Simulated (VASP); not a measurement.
Here is the system:

```xyz
9
Lattice="3.9950 2.3065 2.6274 -3.9950 2.3065 2.6274 0.0000 -4.6130 2.6274" Properties=species:S:1:pos:R:3 pbc="T T T"
Si     1.7199     0.0000     3.9411
Si    -0.8600     1.4895     3.9411
Si    -0.8600    -1.4895     3.9411
O     -1.5284     0.0000     3.9411
O      0.7642    -1.3236     3.9411
O      0.7642     1.3236     3.9411
O     -1.3308    -2.3080     2.6274
O     -1.3308     2.3080     5.2547
O     -1.3333     2.3065     2.6274
```

Calculation: PBEsol GGA, VASP's PBE PAW potentials (set 64) (plane waves; VASP). Run with 520 eV cut-off, 5×5×5 Γ-centred mesh, tetrahedra with Blöchl corrections, potentials Si O.

The cores are frozen, which limits the accuracy of field gradients.

Give the principal components of the electric field gradient (V/Å²) and the asymmetry η at each nucleus.

```tsv
atom	Vxx	Vyy	Vzz	η
Si1	-7.2	-6.3	13.5	0.07
Si2	-7.2	-6.3	13.5	0.07
Si3	-7.2	-6.3	13.5	0.07
O4	-52.5	-30.3	82.8	0.27
O5	-52.5	-30.3	82.8	0.27
O6	-52.5	-30.3	82.8	0.27
O7	-52.9	-37.6	90.5	0.17
O8	-52.9	-37.6	90.5	0.17
O9	-52.9	-37.6	90.5	0.17
```

The structure comes from a computed database's SiO2 entry (R32); how it stands against other phases isn't given here. It was relaxed first.
